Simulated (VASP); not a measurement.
Mo:

```
CELL_PARAMETERS angstrom
-1.58381 1.58381 1.58381
1.58381 -1.58381 1.58381
1.58381 1.58381 -1.58381
ATOMIC_POSITIONS crystal
Mo 0.00000 0.00000 0.00000
```

| Item | Value |
| --- | --- |
| Program | VASP 6.6.1 |
| Task | relaxation of cell and atoms |
| Functional | LDA |
| Potentials or basis | VASP PAW LDA potentials, release 64 (Mo_sv) |
| Cutoff | 600 eV |
| k mesh | 18 × 18 × 18 |
| Occupations | gaussian, width 0.1 eV |
| Spin | no spin polarisation |

At the start: pressure -13.1 GPa; volume 15.89 Å³/atom.

How do energy, volume and symmetry change on relaxing?

Over 7 steps the energy falls by 33.0 meV/atom and the volume is 15.12 Å³/atom (-4.8 %); space group Im-3m (No. 229, to 0.05 Å).

The path:
```
step  energy change (eV)  largest force (eV/Å)  pressure (GPa)  volume (Å³)
   1              0.0000                0.0000          -13.12        15.89
   2              0.2911                0.0000           57.46        13.08
   3             -0.0329                0.0000           -0.96        15.17
   4             -0.0330                0.0000           -0.09        15.13
   5             -0.0330                0.0000            0.15        15.11
   6             -0.0330                0.0000           -0.37        15.14
   7             -0.0330                0.0000            0.00        15.12
```

Final structure:
```
CELL_PARAMETERS angstrom
-1.55779 1.55779 1.55779
1.55779 -1.55779 1.55779
1.55779 1.55779 -1.55779
ATOMIC_POSITIONS crystal
Mo 0.00000 0.00000 0.00000
```
